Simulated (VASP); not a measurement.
```
AuCu
1.0
    2.80000     0.00000     0.00000
    0.00000     2.80000     0.00000
    0.00000     0.00000     3.67000
Cu Au
1 1
Direct
  0.00000   0.00000   0.00000
  0.50000   0.50000   0.50000
```

Calculation: PBE GGA, VASP's PBE PAW potentials (set 64) (plane waves; VASP). Run with 400 eV cut-off, 5×5×4 Monkhorst-Pack mesh, first-order Methfessel-Paxton smearing of 0.10 eV, potentials Cu Au.

Gaps are read on the run's mesh, which can miss a band edge. Unless said otherwise, spin-orbit coupling is left out, though it shifts the bands of the heavy elements here.

Problem. What does the run give for the energy per atom (σ→0), pressure, band gap (on the k-mesh) with the smallest direct gap where there is one?

Solution. 
The band gap (on the k-mesh) is none (metal, semimetal or under 0.01 eV) and the energy per atom (σ→0) is -3.543 eV/atom. The pressure is 6.55 GPa.

Only differences to runs with the same potentials and settings are physical.

The compound is CuAu in the L1_0 structure. The cell was not relaxed at this level. The k-mesh is coarse (spacing up to 0.45 per Å, 2π included), so the numbers may not be converged in it. The run is one of a series of settings (KPOINTS 5×5×4 Monkhorst-Pack mesh against the base run), some of them coarse on purpose.
